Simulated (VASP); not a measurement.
A cell of Al3Sc (L1_2) near equilibrium:

```
CELL_PARAMETERS angstrom
      4.07152     0.00000     0.00000
      0.00000     4.07152     0.00000
      0.00000     0.00000     4.07152
ATOMIC_POSITIONS crystal
  Sc 0.00000 0.00000 0.00000
  Al 0.00000 0.50000 0.50000
  Al 0.50000 0.00000 0.50000
  Al 0.50000 0.50000 0.00000
```

Method: PBEsol GGA, VASP's PBE PAW potentials (set 64) (plane waves; VASP).

```
run               ΔE (meV/atom)   σxx   σyy   σzz  largest shear component, with its sign (GPa)  largest force (eV/Å)
----------------  -------------  ----  ----  ----  --------------------------------------------  --------------------
as it is                    0.0  0.11  0.11  0.11                                          0.00                 0.000
after one change            3.5  0.19  0.19  0.24                                          0.00                 0.377
```
Stress is in GPa, positive when the cell is compressed.

Q: What was changed between the two runs?
A. uniaxial strain of +0.5 % along z
B. isotropic strain of +1.0 %
C. isotropic strain of +2.0 %
D. atom 4 (Al) moved by 0.075 Å along z

A: D, atom 4 (Al) moved by 0.075 Å along z

The compound is Al3Sc in the L1_2 structure.
